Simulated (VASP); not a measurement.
These are PBE GGA with D3 dispersion (zero damping), VASP's PBE PAW potentials (set 64) (plane waves; VASP) values and carry that method's errors.

Input for VASP

INCAR:
```
ALGO=Normal
EDIFF=1E-6
ENCUT=400
GGA=PE
ISIF=2
ISMEAR=1
IVDW=11
LASPH=.TRUE.
LCHARG=.FALSE.
LMAXMIX=6
LREAL=.FALSE.
LWAVE=.FALSE.
NELM=100
PREC=Accurate
SIGMA=0.1
SYSTEM=Dy
```

### KPOINTS
```
Automatic mesh
0
Gamma
11 11 6
0 0 0
```

**POSCAR**
```
Dy
1
    1.7516610000    -3.0982320000     0.0000000000
    1.7516610000     3.0982320000     0.0000000000
    0.0000000000     0.0000000000     5.6922420000
Dy
2
Direct
  0.3333330000   0.6666670000   0.2500000000
  0.6870020000   0.3536680000   0.7500000000
```

POTCAR, in this order: Dy_3 (PBE.64 set). Program: vasp_std.

**Question.** What will the output report for the number of irreducible k-points (NKPTS), number of bands (NBANDS), largest plane-wave count, number of space-group operations, FFT grid (NGX, NGY, NGZ)?

**Answer.** 
- number of irreducible k-points (NKPTS) = 244
- number of bands (NBANDS) = 13
- largest plane-wave count = 1136
- number of space-group operations = 4
- FFT grid (NGX, NGY, NGZ) = 24 × 24 × 40

The compound is Dy in the hcp structure. The cell was not relaxed at this level, atoms are displaced from their ideal sites. The run is one of a series of settings (IVDW = 11 against the base run), some of them coarse on purpose. The 4f electrons are frozen in the core of the lanthanide potential, so 4f levels, which can set the real gap, and their magnetism are missing.
